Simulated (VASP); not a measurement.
HfO$_{2}$ (fluorite) relaxed at rising pressure, in one space group throughout; other phases were not tried. The pressures are those reached. Method: r2SCAN meta-GGA, VASP's PBE PAW potentials (set 64) (plane waves; VASP).

```tsv
P (GPa)	V (Å³/atom)	k-mesh
-0.07	10.617	8×8×8
4.93	10.435	8×8×8
9.97	10.267	8×8×8
19.89	9.973	8×8×8
29.92	9.713	8×8×8
```

Problem. Fit an equation of state and predict the volume at 45.03 GPa.

Solution. Least squares on the third-order Birch-Murnaghan form, P = (3B0/2)(y⁷ − y⁵)[1 + (3/4)(B′ − 4)(y² − 1)] with y = (V0/V)^(1/3), gives V0 = 10.614 Å³/atom, B0 = 280 GPa and B′ = 4.2, and so 9.377 Å³/atom. The run gave 9.376 Å³/atom, -0.0 % from the fit.

Pressures at which the relaxation failed are left out.

The compound is HfO2 in the fluorite structure, the high-temperature cubic form, which is unstable at 0 K; the monoclinic form is the stable one.
